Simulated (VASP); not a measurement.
Energy against volume of Na (bcc). Method: PBE GGA with D3 dispersion (zero damping), VASP's PBE PAW potentials (set 64) (plane waves; VASP). Settings: 520 eV cut-off, 12×12×12 Γ-centred mesh, first-order Methfessel-Paxton smearing of 0.10 eV, potentials Na_pv.

```
V (Å³/atom)  E (eV/atom)
-----------  -----------
35.040          -1.46536
36.124          -1.46629
37.208          -1.46556
38.291          -1.46334
```

Task: Fit these four points and predict the energy of the run at 33.956 Å³/atom.

Result: A cubic in V^(−2/3), the third-order Birch-Murnaghan form, passes through the four points with V0 = 36.17 Å³/atom and B0 = 8 GPa, and gives -1.4626 eV/atom there. The run gave -1.4625 eV/atom, +0.0 meV/atom from the fit; all five points give B0 = 8 GPa.

The compound is Na in the bcc structure. It was relaxed first, which changed the volume by -6 %.
